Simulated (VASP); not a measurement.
Input for VASP

**KPOINTS**
```
kpoints
0
gamma
  13 13 13
```

POSCAR:
```
HfN
1
    0.0000000000     2.2600000000     2.2600000000
    2.2600000000     0.0000000000     2.2600000000
    2.2600000000     2.2600000000     0.0000000000
Hf N
1 1
Direct
  0.0000000000   0.0000000000   0.0000000000
  0.5000000000   0.5000000000   0.5000000000
```

### INCAR
```
ALGO  =  Normal
EDIFF  =  1E-6
ENCUT  =  520
GGA  =  PE
ISIF  =  2
ISMEAR  =  1
LASPH  =  .TRUE.
LCHARG  =  .FALSE.
LMAXMIX  =  6
LREAL  =  .FALSE.
LWAVE  =  .FALSE.
NELM  =  100
PREC  =  Accurate
SIGMA  =  0.1
SYSTEM  =  HfN
```

POTCAR, in this order: Hf_pv N (PBE.64 set). Program: vasp_std.

Q: Write an equivalent input for Quantum ESPRESSO's pw.x.

A: One equivalent input (not run):
```
&CONTROL
  calculation = 'scf'
  pseudo_dir = './pseudo'
  outdir = './out'
  tprnfor = .true.
  tstress = .true.
/
&SYSTEM
  ibrav = 0
  nat = 2
  ntyp = 2
  ecutwfc = 84
  occupations = 'smearing'
  smearing = 'methfessel-paxton'
  degauss = 0.00735
  input_dft = 'pbe'
/
&ELECTRONS
  conv_thr = 7.3e-08
  electron_maxstep = 100
/
ATOMIC_SPECIES
  Hf 178.490 Hf.upf
  N 14.007 N.upf
CELL_PARAMETERS angstrom
     0.0000000    2.2600000    2.2600000
     2.2600000    0.0000000    2.2600000
     2.2600000    2.2600000    0.0000000
ATOMIC_POSITIONS crystal
  Hf   0.0000000  0.0000000  0.0000000
  N    0.5000000  0.5000000  0.5000000
K_POINTS automatic
  13 13 13 0 0 0
```
What does not carry over: the potentials are each code's own (VASP's PAW set, PseudoDojo norm-conserving files in pw.x), so ENCUT and ecutwfc are chosen apart and not converted; conv_thr bounds pw.x's estimated SCF error, while EDIFF bounds the energy change between steps.

The compound is HfN in the rock salt structure. The cell was not relaxed at this level.
